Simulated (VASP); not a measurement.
Given:

```
CELL_PARAMETERS angstrom
      0.00000     3.09453     3.09453
      3.09453     0.00000     3.09453
      3.09453     3.09453     0.00000
ATOMIC_POSITIONS crystal
  In 0.00000 0.00000 0.00000
  As 0.25000 0.25000 0.25000
```

Calculation: PBE GGA, VASP's PBE PAW potentials (set 64) (plane waves; VASP). Run with 520 eV cut-off, 7×7×7 Γ-centred mesh, Gaussian smearing of 0.050 eV, potentials In_d As.

Unless said otherwise, spin-orbit coupling is left out, though it shifts the bands of the heavy elements here.

What does the run give for the energy per atom (σ→0), band gap (on the k-mesh) with the smallest direct gap where there is one?

band gap (on the k-mesh): none (metal, semimetal or under 0.01 eV)
energy per atom (σ→0): -3.856 eV/atom

The compound is InAs in the zinc blende structure. It was relaxed first, which changed the volume by +7 %.
